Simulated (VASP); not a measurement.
Method: PBE GGA, VASP's PBE PAW potentials (set 64) (plane waves; VASP 6.6.1).

The input files of a VASP run:

### KPOINTS
```
Regular mesh
0
G
8 8 8
```

INCAR:
```
ALGO = Normal
EDIFF = 1E-6
ENCUT = 400
GGA = PE
ISIF = 2
ISMEAR = -1
LASPH = .TRUE.
LCHARG = .FALSE.
LMAXMIX = 6
LREAL = .FALSE.
LWAVE = .FALSE.
NELM = 100
PREC = Accurate
SIGMA = 0.05
SYSTEM = PtAl2
```

### POSCAR
```
PtAl2
1
    0.0000000000     2.9550000000     2.9550000000
    2.9550000000     0.0000000000     2.9550000000
    2.9550000000     2.9550000000     0.0000000000
Al Pt
2 1
Direct
  0.2500000000   0.2500000000   0.2500000000
  0.7500000000   0.7500000000   0.7500000000
  0.0000000000   0.0000000000   0.0000000000
```

POTCAR, in this order: Al Pt (PBE.64 set). Program: vasp_std.

**Question.** What will the output report for the number of irreducible k-points (NKPTS), number of bands (NBANDS), largest plane-wave count, number of space-group operations, FFT grid (NGX, NGY, NGZ)?

**Answer.** 
```
Property                                      Result
--------------------------------------  ------------
number of irreducible k-points (NKPTS)            29
number of bands (NBANDS)                          12
largest plane-wave count                         960
number of space-group operations                  48
FFT grid (NGX, NGY, NGZ)                28 × 28 × 28
```

The compound is PtAl2 in the fluorite structure. The cell was not relaxed at this level. The run is one of a series of settings (ISMEAR = -1, SIGMA = 0.05 against the base run), some of them coarse on purpose.
